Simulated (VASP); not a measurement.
Data:

```
CELL_PARAMETERS angstrom
      3.19681     0.00000     0.00000
      0.00000     3.09254     0.00000
      0.00000     0.00000     3.20341
ATOMIC_POSITIONS crystal
  Zn 0.50000 0.50000 0.50000
  Au 0.02514 0.00000 0.00000
```

Method: PBE GGA, VASP's PBE PAW potentials (set 64) (plane waves; VASP 6.6.1). Settings: EDIFF = 1E-3, 400 eV cut-off, 10×11×10 Γ-centred mesh, first-order Methfessel-Paxton smearing of 0.10 eV, potentials Zn Au.

**Question.** Give the force on each atom (eV/Å).

**Answer.** 
| atom | Fx | Fy | Fz |
|---|---|---|---|
| Zn1 | 0.288 | 0.000 | 0.000 |
| Au2 | -0.288 | 0.000 | 0.000 |

**Question.** Give the stress tensor in GPa (positive for a compressed cell).

**Answer.** 
```
2.23  0.00  0.00
0.00  2.85  0.00
0.00  0.00  2.32
```
The pressure is its mean diagonal, 2.47 GPa.

The compound is AuZn in the CsCl type structure. The cell was not relaxed at this level, atoms are displaced from their ideal sites. The run is one of a series of settings (EDIFF = 1E-3 against the base run), some of them coarse on purpose. The electron count is odd and the run is not spin-polarised, which forces a metal.
